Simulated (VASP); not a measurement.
Input:

```yaml
crystal:
  lattice:
    - [3.07858, 0.00000, 0.00000]
    - [0.00000, 3.07858, 0.00000]
    - [0.00000, 0.00000, 3.07858]
  atoms:
    - { symbol: Ta, position: [0.00000, 0.00000, 0.00000] }
    - { symbol: P, position: [0.50000, 0.50000, 0.50000] }
```

Method: PBEsol GGA, VASP's PBE PAW potentials (set 64) (plane waves; VASP 6.6.1). Numerical set-up: 400 eV cut-off, 13×13×13 Γ-centred mesh, tetrahedra with Blöchl corrections, potentials Ta_pv P.

Unless said otherwise, spin-orbit coupling is left out, though it shifts the bands of the heavy elements here.

**Question.** Predict the energy per atom (σ→0), band gap (on the k-mesh) with the smallest direct gap where there is one.

**Answer.** 
```json
{
 "band gap (on the k-mesh)": "none (metal, semimetal or under 0.01 eV)",
 "energy per atom (σ→0)": "-9.803 eV/atom"
}
```

Total energies compare only between runs with the same potentials, cut-off and functional.

The structure was generated: TaP was put into the CsCl type type (Pm-3m), which need not be its known phase. It was relaxed first, which changed the volume by -38 %.
